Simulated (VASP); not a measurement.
Write the native input for VASP 6.6.1 that does the following.

```
Task                   : band structure
Functional             : PBE
Potentials or basis    : VASP PAW PBE potentials, release 64 (Ta_pv, Ni, O)
Cutoff                 : 520 eV
k mesh                 : 6 × 5 × 4
Occupations            : fermi-dirac, width 0.05 eV
Spin                   : collinear spin, ferromagnetic start
Starting moments       : [0.0, 0.0, 0.0, 0.0, 1.0, 0.0, 0.0, 0.0, 0.0, 0.0, 0.0, 0.0, 0.0, 0.0, 0.0, 0.0] μB
Further INCAR settings : ALGO = Normal; EDIFF = 1e-07; NBANDS = 78
```

The structure of Ta4NiO11 lies in POSCAR:

```
Ta4NiO11
1.0
    4.7708900000      0.0000000000      0.0051300000
    0.0000000000      5.8245400000      0.0000000000
   -1.9862800000      0.0000000000      7.2505100000
Ta Ni O
4 1 11
Direct
    0.6133900000      0.5000000000      0.7604200000
    0.3866100000      0.5000000000      0.2395800000
    0.1661500000      0.0000000000      0.7987500000
    0.8338500000      0.0000000000      0.2012500000
    0.5000000000      0.0000000000      0.5000000000
    0.3327800000      0.7991300000      0.6505300000
    0.6672200000      0.7991300000      0.3494700000
    0.9004700000      0.2578600000      0.8071800000
    0.0995300000      0.2578600000      0.1928200000
    0.6672200000      0.2008700000      0.3494700000
    0.3327800000      0.2008700000      0.6505300000
    0.0995300000      0.7421400000      0.1928200000
    0.9004700000      0.7421400000      0.8071800000
    0.5000000000      0.5000000000      0.0000000000
    0.5000000000      0.0000000000      0.0000000000
    0.5000000000      0.5000000000      0.5000000000
```

The cell was built by a generator and needn't be a form met in nature.

One way to write it, as run:

INCAR

```
SYSTEM = Ta4NiO11
PREC = Accurate ; ENCUT = 520
EDIFF = 1E-7 ; ISMEAR = -1
SIGMA = 0.05 ; LREAL = .False.
LASPH = .True. ; NELM = 120
ALGO = Normal ; ISIF = 2
LWAVE = .False. ; LCHARG = .False.
ISPIN = 2 ; MAGMOM = 0 0 0 0 1 0 0 0 0 0 0 0 0 0 0 0
LORBIT = 11 ; LMAXMIX = 4
GGA = PE ; NBANDS = 78
KPAR = 4
```

KPOINTS

```
regular mesh
0
Gamma
  6 5 4
  0 0 0
```

KPOINTS_OPT

```
path GYHCEM1AXH1,MDZ,YD
15
line-mode
reciprocal
 0.0000000000  0.0000000000  0.0000000000  G
 0.0000000000  0.0000000000  0.5000000000  Y

 0.0000000000  0.0000000000  0.5000000000  Y
-0.4474843174  0.0000000000  0.6855711242  H

-0.4474843174  0.0000000000  0.6855711242  H
-0.5000000000  0.0000000000  0.5000000000  C

-0.5000000000  0.0000000000  0.5000000000  C
-0.5000000000  0.5000000000  0.5000000000  E

-0.5000000000  0.5000000000  0.5000000000  E
-0.5525156826  0.5000000000  0.3144288758  M1

-0.5525156826  0.5000000000  0.3144288758  M1
-0.5000000000  0.5000000000  0.0000000000  A

-0.5000000000  0.5000000000  0.0000000000  A
-0.5000000000  0.0000000000  0.0000000000  X

-0.5000000000  0.0000000000  0.0000000000  X
-0.5525156826  0.0000000000  0.3144288758  H1

-0.4474843174  0.5000000000  0.6855711242  M
 0.0000000000  0.5000000000  0.5000000000  D

 0.0000000000  0.5000000000  0.5000000000  D
 0.0000000000  0.5000000000  0.0000000000  Z

 0.0000000000  0.0000000000  0.5000000000  Y
 0.0000000000  0.5000000000  0.5000000000  D
```

Potentials or basis: VASP PAW PBE potentials, release 64 (Ta_pv, Ni, O).

Run with:

```console
$ cat potpaw_PBE.64/Ta_pv/POTCAR potpaw_PBE.64/Ni/POTCAR potpaw_PBE.64/O/POTCAR > POTCAR
$ mpirun -np 4 vasp_std > vasp.out
```

Results of the run:

The pressure is 0.9 GPa, the largest force is 0.128 eV/Å and the band gap on the k mesh is 0.82 eV, indirect (least direct gap 0.87 eV). The band gap along the path is 0.78 eV, indirect (least direct gap 0.84 eV), the net moment is 0.00 μB per cell and the valence electrons inside the program's atomic spheres are Ta 8.73, 8.90; Ni 9.15; O 5.05, 5.07, 5.03, 5.12, 5.13.

Caveat: spin-orbit coupling is left out, which moves the levels of the heavy elements.

It took 16 min on 4 MPI ranks on Intel(R) Xeon(R) 6975P-C (Granite Rapids), with other jobs on the host, peak memory 1.5 GiB a rank.
